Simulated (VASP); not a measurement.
An input for Quantum ESPRESSO's pw.x (written as the equivalent of a VASP run, and not itself run):

```
&CONTROL
  calculation = 'scf'
  pseudo_dir = './pseudo'
  outdir = './out'
  tprnfor = .true.
  tstress = .true.
/
&SYSTEM
  ibrav = 0
  nat = 2
  ntyp = 2
  ecutwfc = 86
  occupations = 'smearing'
  smearing = 'gaussian'
  degauss = 0.003675
  input_dft = 'pbe'
/
&ELECTRONS
  conv_thr = 7.3e-08
  electron_maxstep = 100
/
ATOMIC_SPECIES
  Pb 207.200 Pb.upf
  Se 78.971 Se.upf
CELL_PARAMETERS angstrom
     0.0000000    3.0600000    3.0600000
     3.0600000    0.0000000    3.0600000
     3.0600000    3.0600000    0.0000000
ATOMIC_POSITIONS crystal
  Pb   0.0000000  0.0000000  0.0000000
  Se   0.5000000  0.5000000  0.5000000
K_POINTS automatic
  7 7 7 0 0 0
```

### Question
Translate this input to VASP (INCAR, KPOINTS, POSCAR, choice of POTCAR).

### Answer
Several could match; the one computed here: 
**INCAR**
```
SYSTEM = PbSe
PREC = Accurate
ENCUT = 400
EDIFF = 1E-6
NELM = 100
ALGO = Normal
LREAL = .FALSE.
LASPH = .TRUE.
ISMEAR = 0
SIGMA = 0.05
GGA = PE
LMAXMIX = 4
LWAVE = .FALSE.
LCHARG = .FALSE.
ISIF = 2
```

POSCAR:
```
PbSe
4.3274940
  0.0000000000   0.7071066996   0.7071066996
  0.7071066996   0.0000000000   0.7071066996
  0.7071066996   0.7071066996   0.0000000000
Pb Se
1 1
Cartesian
  0.0000000000   0.0000000000   0.0000000000
  0.7071066996   0.7071066996   0.7071066996
```

KPOINTS:
```
Automatic mesh
0
gamma
 7 7 7
0 0 0
```

POTCAR, in this order: Pb_d Se (PBE.64 set). Program: vasp_std.

What does not carry over: the potentials are each code's own (VASP's PAW set, PseudoDojo norm-conserving files in pw.x), so ENCUT and ecutwfc are chosen apart and not converted; conv_thr bounds pw.x's estimated SCF error, while EDIFF bounds the energy change between steps.

The compound is PbSe in the rock salt structure. The cell was not relaxed at this level.
